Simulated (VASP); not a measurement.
Input:

```
GaN
1.0
    0.00000     2.27507     2.27507
    2.27507     0.00000     2.27507
    2.27507     2.27507     0.00000
Ga N
1 1
Cartesian
  0.00000   0.00000   0.00000
  1.13754   1.13754   1.13754
```

These are PBE GGA, VASP's PBE PAW potentials (set 64) (plane waves; VASP) values and carry that method's errors. Numerical set-up: 520 eV cut-off, Gaussian smearing of 0.050 eV, potentials Ga_d N.

Task: Predict the band gap (along the path) with the smallest direct gap where there is one.

Result: 
```
Item                                   Result
------------------------------------  -------
band gap (along the path)             1.54 eV
smallest direct gap (along the path)  1.54 eV
```

Only differences to runs with the same potentials and settings are physical.

The compound is GaN in the zinc blende structure, a metastable form; wurtzite is the usual one. It was relaxed first.
